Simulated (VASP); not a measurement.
VASP runs on AgBr (rock salt) share one base input (PBE GGA, plane waves, VASP's PBE PAW potentials (set 64)) and change the settings named in each case.

**INCAR**
```
# general
SYSTEM   =  AgBr
PREC     =  Accurate
ENCUT    =  400   # plane-wave cut-off (eV)
LREAL    =  .FALSE.
LASPH    =  .TRUE.

# electronic loop
EDIFF    =  1E-6   # SCF stop (eV)
NELM     =  100   # most electronic steps
ALGO     =  Normal   # blocked Davidson
LMAXMIX  =  4

# smearing
ISMEAR   =  0
SIGMA    =  0.05   # width (eV)

# functional
GGA      =  PE   # PBE

# ions
ISIF     =  2   # forces and stress, cell fixed

# output
LWAVE    =  .FALSE.
LCHARG   =  .FALSE.
```

File POSCAR:
```
AgBr
2.8850
  0.0000000000   1.0000000000   1.0000000000
  1.0000000000   0.0000000000   1.0000000000
  1.0000000000   1.0000000000   0.0000000000
Ag Br
1 1
Direct
  0.0000000000   0.0000000000   0.0000000000
  0.5000000000   0.5000000000   0.5000000000
```

File KPOINTS:
```
Regular mesh
0
gamma
 7 7 7
```

POTCAR, in this order: Ag Br (PBE.64 set). Program: vasp_std.

```json
[
 {"change": "base run", "E(σ→0) (eV/atom)": "-2.4956", "pressure (GPa)": "1.34"},
 {"change": "GGA = 91", "E(σ→0) (eV/atom)": "-2.5308", "pressure (GPa)": "1.14"},
 {"change": "AGGAC = 0.0, GGA = BO, LUSE_VDW = .TRUE., PARAM1 = 0.1833333333, PARAM2 = 0.22", "E(σ→0) (eV/atom)": "-0.1250", "pressure (GPa)": "0.45"},
 {"change": "GGA = AM", "E(σ→0) (eV/atom)": "-2.5694", "pressure (GPa)": "-1.51"},
 {"change": "GGA = PS", "E(σ→0) (eV/atom)": "-2.8398", "pressure (GPa)": "-2.49"},
 {"change": "IVDW = 11", "E(σ→0) (eV/atom)": "-2.8292", "pressure (GPa)": "-0.84"}
]
```
 Energies of different potentials or functionals have different zeros.

Left out are runs that ran out of time, are held back, or changed the cell or the kind of run, fixed moments of cells without a moment, rows past the twelfth, gaps on odd meshes, pressures of charged cells and columns that move by less than the noise.

The compound is AgBr in the rock salt structure. The cell was not relaxed at this level.
